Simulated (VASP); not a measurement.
Set up this calculation in VASP 6.6.1, as the native input.

```yaml
Task: electric field gradients
Functional: PBEsol
Potentials_or_basis: VASP PAW PBE potentials, release 64 (Ta, As)
Cutoff: 500 eV
k_mesh: 13 × 13 × 13
Occupations: fermi-dirac, width 0.05 eV
Spin: no spin polarisation
Further_INCAR_settings: ALGO = Normal; EDIFF = 1e-07
```

The structure of TaAs lies in POSCAR:

```
TaAs
1.0
   -1.7218133622      1.7218133622      5.8679415361
    1.7218133622     -1.7218133622      5.8679415361
    1.7218133622      1.7218133622     -5.8679415361
Ta As
2 2
Direct
    0.4999673000      0.9999673000      0.5000000000
    0.7499673000      0.7499673000      0.0000000000
    0.0826321200      0.5826321200      0.5000000000
    0.3326321200      0.3326321200      0.0000000000
```

The cell is a database's computed one.

These files were run (other wordings do the same):

INCAR

```
  PREC = Accurate
  ENCUT = 500
  EDIFF = 1E-7
  ISMEAR = -1
  SIGMA = 0.05
  LREAL = F
  LASPH = T
  NELM = 80
  ALGO = Normal
  ISIF = 2
  LWAVE = F
  LCHARG = F
  GGA = PS
  LEFG = T
```

KPOINTS

```
Automatic mesh
0
Gamma
  13 13 13
```

Potentials or basis: VASP PAW PBE potentials, release 64 (Ta, As).

Run with:

```sh
$ cat potpaw_PBE.64/Ta/POTCAR potpaw_PBE.64/As/POTCAR > POTCAR
$ mpirun -np 1 vasp_std > vasp.out
```

Results of the run:

```json
{
 "Pressure": "-3.9 GPa",
 "Largest force": "0.023 eV/Å",
 "Band gap on the k mesh": "none (metal or under the smearing width)"
}
```

Caveat: the PAW data sets were made with another functional, which shifts forces and pressure a little.

Run time: 3.2 min on 1 thread of Intel(R) Xeon(R) Platinum 8559C (Emerald Rapids) (shared host), peak memory 0.45 GiB.
